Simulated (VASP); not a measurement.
Computed with PBE GGA, VASP's PBE PAW potentials (set 64) (plane waves; VASP).

VASP input:

**INCAR**
```
SYSTEM=BaTiO3
PREC=Accurate; ENCUT=400; LREAL=.FALSE.
LASPH=.TRUE.
EDIFF=1E-6; NELM=100; ALGO=Normal
LMAXMIX=4
ISMEAR=-1; SIGMA=0.01
GGA=PE
ISIF=2
LWAVE=.FALSE.; LCHARG=.FALSE.
```

### POSCAR
```
BaTiO3
1
    4.0000000000     0.0000000000     0.0000000000
    0.0000000000     4.0000000000     0.0000000000
    0.0000000000     0.0000000000     4.0000000000
Ba Ti O
1 1 3
Direct
  0.0000000000   0.0000000000   0.0000000000
  0.5000000000   0.5000000000   0.5000000000
  0.5000000000   0.0000000000   0.5000000000
  0.0000000000   0.5000000000   0.5000000000
  0.5000000000   0.5000000000   0.0000000000
```

**KPOINTS**
```
Automatic mesh
0
Gamma
7 7 7
0 0 0
```

POTCAR, in this order: Ba_sv Ti_sv O (PBE.64 set). Program: vasp_std.

Q: What will the output report for the number of irreducible k-points (NKPTS), largest plane-wave count, number of space-group operations, FFT grid (NGX, NGY, NGZ)?

A: 
| Item | Value |
|---|---|
| number of irreducible k-points (NKPTS) | 20 |
| largest plane-wave count | 1189 |
| number of space-group operations | 48 |
| FFT grid (NGX, NGY, NGZ) | 28 × 28 × 28 |

The structure is a typed BaTiO3 crystal (Pm-3m). The cell was not relaxed at this level.
